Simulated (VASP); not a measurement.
Here is the system:

```xyz
6
Lattice="3.4026 0.0000 0.0000 -1.7013 2.9467 0.0000 0.0000 0.0000 10.6815" Properties=species:S:1:pos:R:3 pbc="T T T"
Ge     0.0000     1.9645     2.6704
Ge     1.7013     0.9822     8.0111
S      0.0000     1.9645     6.4890
S      1.7013     0.9822     1.1483
S      1.7013     0.9822     4.1925
S      0.0000     1.9645     9.5332
```

The numbers are results of PBEsol GGA, VASP's PBE PAW potentials (set 64) (plane waves; VASP), not measurements. Settings: 400 eV cut-off, Gaussian smearing of 0.050 eV, potentials Ge_d S.

Without a dispersion term in the relaxation, distances and binding between the weakly bound layers, chains or molecules are unreliable, and so is what depends on them.

Give the energies of bands 17 to 30 at the high-symmetry points, in eV from the Fermi level.

```tsv
band	Γ	M	K	A	L	H
17	-3.78	-5.89	-6.18	-2.17	-5.95	-5.96
18	-1.73	-5.69	-5.62	-2.17	-5.95	-5.96
19	-1.73	-5.08	-5.07	-1.56	-4.44	-5.64
20	-1.26	-4.29	-5.07	-1.56	-4.44	-5.64
21	-1.26	-3.50	-4.62	-1.56	-3.29	-3.61
22	-0.71	-2.93	-4.62	-1.56	-3.29	-3.61
23	-0.71	-1.94	-4.17	-0.33	-1.65	-3.44
24	-0.43	-1.67	-2.65	-0.33	-1.65	-3.44
25	-0.06	-1.43	-0.75	-0.33	-1.31	-1.78
26	-0.06	-0.76	-0.75	-0.33	-1.31	-1.78
27	-0.02	-0.20	0.87	1.19	-0.14	1.66
28	1.65	0.51	0.87	1.19	-0.14	1.66
29	3.73	1.96	1.03	3.86	2.71	2.23
30	3.73	2.81	3.61	3.86	2.71	2.23
```

It has no gap at this level: it comes out as a metal or semimetal.

The structure was generated: GeS2 was put into the 2H-MoS2 type (P6_3/mmc), which need not be its known phase. It was relaxed first, which changed the volume by +19 %.
